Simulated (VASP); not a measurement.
A VASP calculation is set up with these files.

**POSCAR**
```
V
1
   -1.4797116633     1.4797116633     1.4797116633
    1.4797116633    -1.4797116633     1.4797116633
    1.4797116633     1.4797116633    -1.4797116633
V
1
Direct
  0.0000000000   0.0000000000   0.0000000000
```

KPOINTS:
```
Regular mesh
0
gamma
 17 17 17
0 0 0
```

**INCAR**
```
# general
SYSTEM  = V
PREC    = Accurate
ENCUT   = 500
LREAL   = .False.
LASPH   = .True.

# electronic loop
EDIFF   = 1E-6
NELM    = 100
ALGO    = Normal
LMAXMIX = 4

# smearing
ISMEAR  = 1
SIGMA   = 0.1

# functional
GGA     = PS

# ions
IBRION  = 2
NSW     = 40
ISIF    = 3
EDIFFG  = -0.02
PSTRESS = 50

# output
LWAVE   = .False.
LCHARG  = .False.
```

POTCAR, in this order: V_sv (PBE.64 set). Program: vasp_std.

### Question
Write an equivalent input for Ansatz.

### Answer
One equivalent input (not run):
Ansatz 0.2 input:
```yaml
crystal:
  lattice:
    - [-1.4797117, 1.4797117, 1.4797117]
    - [1.4797117, -1.4797117, 1.4797117]
    - [1.4797117, 1.4797117, -1.4797117]
  atoms:
    - { symbol: V, position: [0.0000000, 0.0000000, 0.0000000] }
kpoints:
  mp_grid: { grid: [17, 17, 17] }
hamiltonian:
  xc: pbesol
  pseudopotentials: { kind: paw }
scf:
  occupations: { method: methfessel_paxton, width: 0.1 }
  max_iter: 100
relax:
  max_steps: 40
  f_tol: 0.02
  cell: { p_target: 5 }
output: { forces: true, stress: true, eigenvalues: true }
```
Limits of the translation: each code has its own PAW files, so the cut-off isn't converted (ENCUT is set for VASP's; basis.ecutwfc is left out, and Ansatz then takes the one that its files recommend); Ansatz stops its SCF on the density residual and VASP on the energy change (EDIFF).

The compound is V in the bcc structure. This run relaxes it under an external pressure of 5 GPa. Symmetry was kept, so distortions that lower it aren't found.
